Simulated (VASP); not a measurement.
Data:

```xyz
2
Lattice="2.9136 0.0000 0.0000 0.0000 2.9136 0.0000 0.0000 0.0000 2.9136" Properties=species:S:1:pos:R:3 pbc="T T T"
Zn     1.4568     1.4568     1.4568
Cu     0.0000     0.0000     0.0000
```

These are PBE GGA with D3 dispersion (Becke-Johnson damping), VASP's PBE PAW potentials (set 64) (plane waves; VASP) values and carry that method's errors. Run with 520 eV cut-off, 12×12×12 Γ-centred mesh, first-order Methfessel-Paxton smearing of 0.10 eV, potentials Zn Cu.

### Question
Estimate the energy per atom (σ→0), band gap (on the k-mesh) with the smallest direct gap where there is one.

### Answer

```yaml
band gap (on the k-mesh): none (metal, semimetal or under 0.01 eV)
energy per atom (σ→0): -3.013 eV/atom
```

Total energies compare only between runs with the same potentials, cut-off and functional.

The compound is CuZn in the CsCl type structure. It was relaxed first. The electron count is odd and the run is not spin-polarised, which forces a metal.
